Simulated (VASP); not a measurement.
VASP runs on Se (trig) share one base input (PBE GGA, plane waves, VASP's PBE PAW potentials (set 64)) and change the settings named in each case.

File POSCAR:
```
Se
4.370
  0.5000000000  -0.8660254005   0.0000000000
  0.5000000000   0.8660254005   0.0000000000
  0.0000000000   0.0000000000   1.1327231121
Se
3
Cartesian
  0.1125000000   0.1948557151   0.7551491190
  0.7750000000   0.0000000000   0.0000000000
  0.1125000000  -0.1948557151   0.3775739931
```

INCAR:
```
ALGO = Normal
EDIFF = 1E-6
ENCUT = 400
GGA = PE
ISIF = 2
ISMEAR = 0
LASPH = .TRUE.
LCHARG = .FALSE.
LMAXMIX = 4
LREAL = .FALSE.
LWAVE = .FALSE.
NELM = 100
PREC = Accurate
SIGMA = 0.05
SYSTEM = Se
```

**KPOINTS**
```
kpoints
0
G
  6 6 5
```

POTCAR, in this order: Se (PBE.64 set). Program: vasp_std.

| change | electronic steps |
|---|---|
| base run | 12 |
| AMIX = 0.1, BMIX = 3.0, IMIX = 1 (not converged) | 100 |
| AMIX = 1.0, BMIX = 0.0001, IMIX = 1 | 40 |
| AMIX = 0.05, BMIX = 0.0001, IMIX = 1 | 65 |
| AMIX = 0.6, BMIX = 1.0, IMIX = 1 | 14 |
| AMIX = 0.2, BMIX = 3.0, IMIX = 4 | 15 |

Left out are runs that ran out of time, are held back, or changed the cell or the kind of run, fixed moments of cells without a moment, rows past the twelfth, gaps on odd meshes, pressures of charged cells and columns that move by less than the noise.

The compound is Se in the trig structure. The cell was not relaxed at this level, forces remain on its atoms.
